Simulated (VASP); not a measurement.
Input:

```xyz
7
Lattice="7.1072 0.0000 0.0000 0.0000 1.4815 4.8745 0.0000 -1.4815 4.8745" Properties=species:S:1:pos:R:3 pbc="T T T"
P      0.0000     0.0000     2.4186
Pd     1.4024     0.0000     8.4742
Pd     5.7048     0.0000     8.4742
Pd     2.2423     0.0000     1.4256
Pd     4.8649     0.0000     1.4256
Pd     0.0000     0.0000     5.4753
Pd     3.5536     0.0000     4.3320
```

Method: PBEsol GGA, VASP's PBE PAW potentials (set 64) (plane waves; VASP). Settings: 400 eV cut-off, Gaussian smearing of 0.050 eV, potentials P Pd.

### Question
Predict the band gap (along the path) with the smallest direct gap where there is one.

### Answer

- band gap (along the path) = none (metal, semimetal or under 0.01 eV)

Total energies compare only between runs with the same potentials, cut-off and functional.

The structure comes from a computed database's PPd6 entry (Amm2); how it stands against other phases isn't given here. It was relaxed first, which changed the volume by -6 %. The electron count is odd and the run is not spin-polarised, which forces a metal.
